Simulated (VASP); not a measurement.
The system is SnTe.

```
Sn Te
1.0
     0.00000    3.18581    3.18581
     3.18581    0.00000    3.18581
     3.18581    3.18581    0.00000
Sn Te
1 1
Direct
  0.00000 0.00000 0.00000
  0.50000 0.50000 0.50000
```

The cell is a database's computed one.

* Program: VASP 6.6.1
* Task: relaxation of cell and atoms
* Functional: PBEsol
* Potentials or basis: VASP PAW PBE potentials, release 64 (Sn_d, Te)
* Cutoff: 300 eV
* k mesh: 12 × 12 × 12
* Occupations: gaussian, width 0.1 eV
* Spin: no spin polarisation

At the start: pressure -1.9 GPa; volume 32.33 Å³/atom.

Where does the relaxation end?

Over 3 steps the energy falls by 8.5 meV/atom and the volume is 30.94 Å³/atom (-4.3 %); space group Fm-3m (No. 225, to 0.05 Å).

The path:
```
step  energy change (eV)  largest force (eV/Å)  pressure (GPa)  volume (Å³)
   1              0.0000                0.0000           -1.88        64.67
   2             -0.0158                0.0000            0.56        61.19
   3             -0.0170                0.0000            0.01        61.89
```

Final structure:
```
Sn Te
1.0
     0.00000    3.13950    3.13950
     3.13950    0.00000    3.13950
     3.13950    3.13950    0.00000
Sn Te
1 1
Direct
  0.00000 0.00000 0.00000
  0.50000 0.50000 0.50000
```

Caveat: the PAW data sets were made with another functional, which shifts forces and pressure a little.
